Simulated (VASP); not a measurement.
Here is the system:

```yaml
crystal:
  lattice:
    - [0.00000, 2.74355, 2.74355]
    - [2.74355, 0.00000, 2.74355]
    - [2.74355, 2.74355, 0.00000]
  atoms:
    - { symbol: Zn, position: [0.00000, 0.00000, 0.00000] }
    - { symbol: S, position: [0.25000, 0.25000, 0.25000] }
```

These are PBE GGA with D4 dispersion, VASP's PBE PAW potentials (set 64) (plane waves; VASP) values and carry that method's errors. Settings: 520 eV cut-off, 9×9×9 Γ-centred mesh, Gaussian smearing of 0.050 eV, potentials Zn S.

### Question
What does the run give for the energy per atom (σ→0), pressure, band gap (on the k-mesh) with the smallest direct gap where there is one?

### Answer

| Property | Result |
|---|---|
| band gap (on the k-mesh) | 1.92 eV |
| smallest direct gap (on the k-mesh) | 1.92 eV |
| energy per atom (σ→0) | -3.715 eV/atom |
| pressure | -3.91 GPa |

The absolute energy has meaning only against runs of the same code, potentials and settings.

The compound is ZnS in the zinc blende structure. This cell is one point of a volume scan, at 1.06 of the reference volume.
